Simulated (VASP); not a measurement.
Crystal: Si3Bi2Te3.

```
Si Bi Te
1.0
     6.41136    0.00000    0.00000
    -3.20568    5.55240    0.00000
     0.00000    0.00000    5.12490
Si Bi Te
3 2 3
Direct
  0.65333 0.82667 0.00000
  0.17333 0.82667 0.00000
  0.17333 0.34667 0.00000
  0.00000 0.00000 0.50000
  0.66667 0.33333 0.00000
  0.01255 0.50627 0.50000
  0.49373 0.50627 0.50000
  0.49373 0.98745 0.50000
```

The cell was built by a generator and needn't be a form met in nature.

```yaml
Program: VASP 6.6.1
Task: relaxation of cell and atoms
Functional: PBE
Potentials_or_basis: VASP PAW PBE potentials, release 64 (Si, Bi_d, Te)
Cutoff: 520 eV
k_mesh: 3 × 3 × 3
Occupations: gaussian, width 0.15 eV
Spin: no spin polarisation
```

At the start: pressure 7.3 GPa; volume 22.80 Å³/atom.

Task: How do energy, volume and symmetry change on relaxing?

Result: Over 15 steps the energy falls by 146.3 meV/atom and the volume is 26.19 Å³/atom (+14.8 %); space group P-6m2 (No. 187, to 0.05 Å).

Step by step:
| step | energy change (eV) | largest force (eV/Å) | pressure (GPa) | volume (Å³) |
| --- | --- | --- | --- | --- |
| 1 | 0.0000 | 0.4090 | 7.30 | 182.44 |
| 2 | -0.4815 | 0.5724 | -2.06 | 211.21 |
| 3 | -0.5101 | 0.5508 | -0.63 | 204.90 |
| 4 | -0.6279 | 0.6287 | -0.41 | 204.77 |
| 5 | -0.7130 | 0.6929 | 0.24 | 204.33 |
| 6 | -0.7982 | 0.7135 | 0.34 | 205.12 |
| 7 | -0.9761 | 0.3800 | 0.76 | 207.47 |
| 8 | -1.1187 | 0.1603 | -0.29 | 211.10 |
| 9 | -1.1498 | 0.1714 | -0.89 | 213.99 |
| 10 | -1.1503 | 0.1716 | -0.87 | 213.67 |
| 11 | -1.1677 | 0.1166 | -0.01 | 209.81 |
| 12 | -1.1677 | 0.1221 | 0.02 | 209.60 |
| 13 | -1.1674 | 0.1322 | 0.17 | 209.18 |
| 14 | -1.1676 | 0.1214 | 0.10 | 209.52 |
| 15 | -1.1706 | 0.0697 | 0.00 | 209.51 |

Final structure:
```yaml
crystal:
  lattice:
    - [6.58019, 0.00000, 0.00000]
    - [-3.29010, 5.69861, 0.00000]
    - [0.00000, 0.00000, 5.58735]
  atoms:
    - { symbol: Si, position: [0.59051, 0.79526, 0.00000] }
    - { symbol: Si, position: [0.20474, 0.79526, 0.00000] }
    - { symbol: Si, position: [0.20474, 0.40949, 0.00000] }
    - { symbol: Bi, position: [0.00000, 0.00000, 0.50000] }
    - { symbol: Bi, position: [0.66667, 0.33333, 0.00000] }
    - { symbol: Te, position: [0.00419, 0.50210, 0.50000] }
    - { symbol: Te, position: [0.49790, 0.50210, 0.50000] }
    - { symbol: Te, position: [0.49790, 0.99581, 0.50000] }
```

Caveat: the k mesh is coarse (spacing up to 0.41 Å⁻¹), so the values aren't converged.
